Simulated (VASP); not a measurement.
Calculation: LDA (Ceperley-Alder, Perdew-Zunger), VASP's LDA PAW potentials (set 64) (plane waves; VASP).

The input files of a VASP run:

**KPOINTS**
```
Automatic mesh
0
Gamma
6 6 5
0 0 0
```

File POSCAR:
```
PbO
3.9443930
  0.9999999198   0.0000000000   0.0000000000
  0.0000000000   0.9999999198   0.0000000000
  0.0000000000   0.0000000000   1.2391835985
Pb O
2 2
Cartesian
  0.4999999599   0.0000000000   0.9394832587
  0.0000000000   0.4999999599   0.2997003399
  0.4999999599   0.4999999599   0.0000000000
  0.0000000000   0.0000000000   0.0000000000
```

INCAR:
```
LMAXMIX = 4   ! l cut-off of mixed one-centre charges
LEPSILON = .TRUE.
EDIFF = 1E-8   ! SCF stop (eV)
LWAVE = .FALSE.
PREC = Accurate
SYSTEM = PbO
NELM = 100   ! most electronic steps
LREAL = .FALSE.   ! projection in real space or not
SIGMA = 0.01   ! width (eV)
LCHARG = .FALSE.
LASPH = .TRUE.   ! aspherical one-centre terms
ENCUT = 520   ! plane-wave cut-off (eV)
ISMEAR = 0
ALGO = Normal   ! blocked Davidson
```

POTCAR, in this order: Pb_d O (LDA.64 set). Program: vasp_std.

The run wrote:

**OUTCAR**
```
 ion  position               nearest neighbor table
   1  0.500  0.000  0.758-   3 2.30   4 2.30   3 2.30   4 2.30   2 3.66   2 3.66   2 3.66   2 3.66
                             2 3.76   2 3.76   2 3.76   2 3.76
   2  0.000  0.500  0.242-   3 2.30   4 2.30   4 2.30   3 2.30   1 3.66   1 3.66   1 3.66   1 3.66
                             1 3.76   1 3.76   1 3.76   1 3.76
   3  0.500  0.500  0.000-   1 2.30   2 2.30   1 2.30   2 2.30
   4  0.000  0.000  0.000-   1 2.30   2 2.30   2 2.30   1 2.30
  LATTYP: Found a simple tetragonal cell.
 ALAT       =     3.9443926837
 C/A-ratio  =     1.2391836979
 Subroutine PRICEL returns:
 Original cell was already a primitive cell.
 Subroutine GETGRP returns: Found 16 space group operations
The static configuration has the point symmetry D_2d.
 The point group associated with its full space group is D_4h.
The dynamic configuration has the point symmetry D_2d.
 Subroutine INISYM returns: Found 16 space group operations
 Subroutine IBZKPT returns following result:
 Found     30 irreducible k-points:

 Following reciprocal coordinates:
            Coordinates               Weight
  0.000000  0.000000  0.000000      1.000000
  0.166667  0.000000  0.000000      4.000000
  0.333333  0.000000  0.000000      4.000000
  0.500000  0.000000  0.000000      2.000000
  0.166667  0.166667  0.000000      4.000000
  0.333333  0.166667  0.000000      8.000000
  0.500000  0.166667  0.000000      4.000000
  0.333333  0.333333  0.000000      4.000000
  0.500000  0.333333  0.000000      4.000000
  0.500000  0.500000  0.000000      1.000000
  0.000000  0.000000  0.200000      2.000000
  0.166667  0.000000  0.200000      8.000000
  0.333333  0.000000  0.200000      8.000000
  0.500000  0.000000  0.200000      4.000000
  0.166667  0.166667  0.200000      8.000000
  0.333333  0.166667  0.200000     16.000000
  0.500000  0.166667  0.200000      8.000000
  0.333333  0.333333  0.200000      8.000000
...
```

**OSZICAR**
```
...
RMM:   3    -0.155200976495E+01   -0.24469E-02   -0.81969E-03  2498   0.654E-01
RMM:   4    -0.155233144797E+01   -0.32168E-03   -0.10025E-03  2445   0.205E-01
RMM:   5    -0.155238451962E+01   -0.53072E-04   -0.29005E-04  2517   0.885E-02
RMM:   6    -0.155239080654E+01   -0.62869E-05   -0.74876E-05  2477   0.442E-02
RMM:   7    -0.155239263855E+01   -0.18320E-05   -0.33866E-05  2558   0.233E-02
RMM:   8    -0.155239312330E+01   -0.48475E-06   -0.79933E-06  2560   0.110E-02
RMM:   9    -0.155239320149E+01   -0.78192E-07   -0.12361E-06  2518   0.438E-03
RMM:  10    -0.155239320907E+01   -0.75767E-08   -0.21134E-07  2034   0.189E-03
RMM:  11    -0.155239321329E+01   -0.42173E-08    0.44462E-08  1420   0.722E-04
 Linear response to external field (no local field effect), progress :
  Direction:   2
       N       E                     dE             d eps       ncg     rms          rms(c)
RMM:   1    -0.112956337281E+01   -0.11296E+01   -0.52029E+00  2290   0.748E+00
RMM:   2    -0.127169307466E+01   -0.14213E+00   -0.77832E-02  2394   0.196E+00
RMM:   3    -0.127448063598E+01   -0.27876E-02   -0.85049E-03  2451   0.675E-01
RMM:   4    -0.127475050526E+01   -0.26987E-03   -0.12662E-03  2425   0.238E-01
RMM:   5    -0.127482615231E+01   -0.75647E-04   -0.39757E-04  2450   0.109E-01
RMM:   6    -0.127483565089E+01   -0.94986E-05   -0.13153E-04  2487   0.567E-02
RMM:   7    -0.127483878158E+01   -0.31307E-05   -0.51099E-05  2518   0.295E-02
RMM:   8    -0.127484022792E+01   -0.14463E-05   -0.12804E-05  2553   0.131E-02
RMM:   9    -0.127484039513E+01   -0.16721E-06   -0.13454E-06  2463   0.492E-03
RMM:  10    -0.127484044030E+01   -0.45170E-07   -0.30132E-07  1960   0.229E-03
RMM:  11    -0.127484044193E+01   -0.16364E-08   -0.69131E-08  1475   0.100E-03
 Linear response to external field (no local field effect), progress :
  Direction:   3
       N       E                     dE             d eps       ncg     rms          rms(c)
RMM:   1    -0.106471399583E+01   -0.10647E+01   -0.47830E+00  2237   0.752E+00
RMM:   2    -0.124097135555E+01   -0.17626E+00   -0.84764E-02  2446   0.194E+00
RMM:   3    -0.124348311561E+01   -0.25118E-02   -0.87367E-03  2455   0.705E-01
RMM:   4    -0.124396282667E+01   -0.47971E-03   -0.15820E-03  2422   0.235E-01
RMM:   5    -0.124402676340E+01   -0.63937E-04   -0.39028E-04  2431   0.109E-01
RMM:   6    -0.124404003659E+01   -0.13273E-04   -0.12761E-04  2445   0.577E-02
RMM:   7    -0.124404416658E+01   -0.41300E-05   -0.40780E-05  2465   0.272E-02
RMM:   8    -0.124404496490E+01   -0.79831E-06   -0.98258E-06  2477   0.136E-02
RMM:   9    -0.124404518977E+01   -0.22488E-06   -0.10318E-06  2354   0.536E-03
RMM:  10    -0.124404522336E+01   -0.33589E-07   -0.33343E-07  1838   0.239E-03
RMM:  11    -0.124404522967E+01   -0.63056E-08   -0.22596E-07  1490   0.114E-03
RMM:  12    -0.124404523230E+01   -0.26315E-08    0.70078E-09  1410   0.559E-04
 Linear response to external field, progress :
  Direction:   1
       N       E                     dE             d eps       ncg     rms          rms(c)
RMM:   1    -0.125748221549E+01   -0.12575E+01   -0.63509E+00  3638   0.752E+00
RMM:   2    -0.141062422071E+01   -0.15314E+00   -0.85537E-02  3879   0.195E+00    0.212E+00
RMM:   3    -0.132554814991E+01    0.85076E-01   -0.71416E-02  3153   0.211E+00    0.113E+00
RMM:   4    -0.135410275972E+01   -0.28555E-01   -0.10026E-01  3714   0.227E+00    0.171E-01
RMM:   5    -0.136093935191E+01   -0.68366E-02   -0.38538E-03  3340   0.918E-01    0.484E-02
RMM:   6    -0.136649139912E+01   -0.55520E-02   -0.90847E-04  3712   0.398E-01    0.227E-02
RMM:   7    -0.136638967879E+01    0.10172E-03   -0.48929E-04  3854   0.151E-01    0.158E-02
RMM:   8    -0.136597806757E+01    0.41161E-03   -0.12469E-04  3858   0.734E-02    0.601E-03
RMM:   9    -0.136631934556E+01   -0.34128E-03   -0.23844E-05  3670   0.294E-02    0.202E-03
RMM:  10    -0.136626943644E+01    0.49909E-04   -0.71201E-06  4049   0.125E-02    0.842E-04
RMM:  11    -0.136624243310E+01    0.27003E-04   -0.19567E-06  4079   0.552E-03    0.231E-04
RMM:  12    -0.136623816832E+01    0.42648E-05   -0.97232E-07  3900   0.216E-03    0.134E-04
RMM:  13    -0.136623270176E+01    0.54666E-05    0.24185E-07  4106   0.933E-04    0.435E-05
RMM:  14    -0.136623064149E+01    0.20603E-05   -0.21762E-08  3317   0.392E-04    0.861E-06
 Linear response to external field, progress :
  Direction:   2
       N       E                     dE             d eps       ncg     rms          rms(c)
RMM:   1    -0.125748220282E+01   -0.12575E+01   -0.63509E+00  3638   0.752E+00
RMM:   2    -0.141062420762E+01   -0.15314E+00   -0.85537E-02  3879   0.195E+00    0.212E+00
RMM:   3    -0.132555219193E+01    0.85072E-01   -0.71416E-02  3153   0.211E+00    0.113E+00
RMM:   4    -0.135410682527E+01   -0.28555E-01   -0.10028E-01  3714   0.227E+00    0.171E-01
RMM:   5    -0.136094273955E+01   -0.68359E-02   -0.38553E-03  3340   0.918E-01    0.484E-02
RMM:   6    -0.136649737697E+01   -0.55546E-02   -0.90711E-04  3711   0.398E-01    0.227E-02
RMM:   7    -0.136639201443E+01    0.10536E-03   -0.48993E-04  3851   0.151E-01    0.158E-02
RMM:   8    -0.136598044162E+01    0.41157E-03   -0.12558E-04  3859   0.733E-02    0.602E-03
RMM:   9    -0.136632201186E+01   -0.34157E-03   -0.24618E-05  3671   0.294E-02    0.201E-03
RMM:  10    -0.136626974218E+01    0.52270E-04   -0.69081E-06  4051   0.125E-02    0.805E-04
RMM:  11    -0.136624565074E+01    0.24091E-04   -0.15904E-06  4075   0.545E-03    0.239E-04
RMM:  12    -0.136624023841E+01    0.54123E-05   -0.30719E-07  3907   0.216E-03    0.134E-04
RMM:  13    -0.136623478179E+01    0.54566E-05    0.36085E-07  4112   0.925E-04    0.428E-05
RMM:  14    -0.136623264199E+01    0.21398E-05    0.62795E-08  3299   0.391E-04    0.860E-06
 Linear response to external field, progress :
  Direction:   3
       N       E                     dE             d eps       ncg     rms          rms(c)
RMM:   1    -0.106471399583E+01   -0.10647E+01   -0.47830E+00  2237   0.752E+00
RMM:   2    -0.124095951592E+01   -0.17625E+00   -0.84645E-02  2446   0.194E+00    0.176E+00
RMM:   3    -0.117209424474E+01    0.68865E-01   -0.59953E-02  1990   0.199E+00    0.952E-01
RMM:   4    -0.119637605851E+01   -0.24282E-01   -0.11677E-01  2162   0.239E+00    0.156E-01
RMM:   5    -0.120143720654E+01   -0.50611E-02    0.43226E-03  2226   0.899E-01    0.653E-02
RMM:   6    -0.120740848223E+01   -0.59713E-02   -0.62137E-04  2313   0.369E-01    0.233E-02
RMM:   7    -0.120824959533E+01   -0.84111E-03    0.24412E-04  2331   0.184E-01    0.180E-02
RMM:   8    -0.120802105922E+01    0.22854E-03   -0.13670E-04  2375   0.803E-02    0.506E-03
RMM:   9    -0.120810674981E+01   -0.85691E-04   -0.12672E-06  2322   0.343E-02    0.196E-03
RMM:  10    -0.120811093275E+01   -0.41829E-05   -0.10546E-05  2431   0.151E-02    0.967E-04
RMM:  11    -0.120811077149E+01    0.16126E-06    0.10919E-05  2409   0.669E-03    0.391E-04
RMM:  12    -0.120811303872E+01   -0.22672E-05    0.60765E-06  2509   0.280E-03    0.211E-04
RMM:  13    -0.120810900892E+01    0.40298E-05    0.14879E-06  2480   0.971E-04    0.680E-05
RMM:  14    -0.120810995549E+01   -0.94657E-06   -0.16655E-06  2435   0.429E-04    0.325E-05
RMM:  15    -0.120810911024E+01    0.84524E-06   -0.10216E-06  2074   0.227E-04    0.649E-06
```

File OUTCAR:
```
------------------------ aborting loop because EDIFF is reached ----------------------------------------

 HEAD OF MICROSCOPIC STATIC DIELECTRIC TENSOR (INDEPENDENT PARTICLE, excluding Hartree and local field effects)
 ------------------------------------------------------
           7.727465     0.000000     0.000000
           0.000000     7.727465    -0.000000
           0.000000    -0.000000     6.920469
 ------------------------------------------------------

 MACROSCOPIC STATIC DIELECTRIC TENSOR (including local field effects in DFT)
 ------------------------------------------------------
           7.112964     0.000000     0.000000
           0.000000     7.112964     0.000000
           0.000000     0.000000     6.427574
 ------------------------------------------------------

 PIEZOELECTRIC TENSOR (including local field effects)  for field in x, y, z        (e  Angst)
          XX          YY          ZZ          XY          YZ          ZX
  --------------------------------------------------------------------------------
  x     0.00000     0.00000    -0.00000     0.00000     0.00000     0.00000
  y     0.00000     0.00000     0.00000     0.00000     0.00000     0.00000
  z     0.00000     0.00000     0.00000     0.00000     0.00000     0.00000

 PIEZOELECTRIC TENSOR (including local field effects)  for field in x, y, z        (C/m^2)
          XX          YY          ZZ          XY          YZ          ZX
  --------------------------------------------------------------------------------
  x     0.00000     0.00000    -0.00000     0.00000     0.00000     0.00000
  y     0.00000     0.00000     0.00000     0.00000     0.00000     0.00000
  z     0.00000     0.00000     0.00000     0.00000     0.00000     0.00000

 BORN EFFECTIVE CHARGES (including local field effects) (in |e|, cummulative output)
 ---------------------------------------------------------------------------------
 ion    1
    1     3.16715     0.00000    -0.00000
    2     0.00000     3.16715     0.00000
    3     0.00000     0.00000     2.41349
 ion    2
    1     3.16715     0.00000     0.00000
    2     0.00000     3.16715     0.00000
    3     0.00000     0.00000     2.41349
 ion    3
    1    -3.16715     0.00000     0.00000
    2     0.00000    -3.16715     0.00000
    3     0.00000     0.00000    -2.41349
 ion    4
    1    -3.16715     0.00000     0.00000
    2     0.00000    -3.16715     0.00000
    3     0.00000     0.00000    -2.41349
```
(Selected blocks of OUTCAR.)

OUTCAR:
```
 val. band max:        5.3010140927   @ k =   0.0000   0.0000   0.0000

 cond. band min:       6.3268562488   @ k =   0.5000   0.5000   0.0000


 Fermi energy:         5.4167373564

 k-point     1 :       0.0000    0.0000    0.0000
  band No.  band energies     occupation
      1     -13.0880      2.00000
      2     -12.5086      2.00000
      3     -10.7115      2.00000
      4     -10.7115      2.00000
      5     -10.6358      2.00000
      6     -10.6176      2.00000
      7     -10.5233      2.00000
      8     -10.4416      2.00000
      9     -10.4416      2.00000
     10     -10.4358      2.00000
     11     -10.4025      2.00000
     12      -8.9031      2.00000
     13      -1.9765      2.00000
     14      -1.5088      2.00000
     15       0.7962      2.00000
     16       0.7962      2.00000
     17       3.4915      2.00000
     18       3.5260      2.00000
     19       3.5260      2.00000
     20       5.3010      2.00000
     21       7.7959      0.00000
     22      10.8658      0.00000
     23      10.8658      0.00000
     24      10.9149      0.00000

 k-point     2 :       0.1667    0.0000    0.0000
  band No.  band energies     occupation
      1     -13.0224      2.00000
      2     -12.5279      2.00000
      3     -10.6950      2.00000
      4     -10.6943      2.00000
      5     -10.6116      2.00000
      6     -10.5997      2.00000
      7     -10.5310      2.00000
      8     -10.4542      2.00000
      9     -10.4518      2.00000
     10     -10.4175      2.00000
     11     -10.3565      2.00000
     12      -8.9875      2.00000
     13      -2.1143      2.00000
     14      -1.4892      2.00000
     15       0.9157      2.00000
     16       0.9715      2.00000
     17       2.9368      2.00000
     18       3.3322      2.00000
     19       3.4344      2.00000
     20       5.2993      2.00000
     21       8.4924      0.00000
     22       9.3713      0.00000
     23      11.0163      0.00000
     24      11.2390      0.00000
...
```

The dielectric response may not be converged in the k-mesh; for small gaps it tends to come out too large. Unless said otherwise, spin-orbit coupling is left out, though it shifts the bands of the heavy elements here.

The compound is PbO in the litharge structure. It was relaxed first.
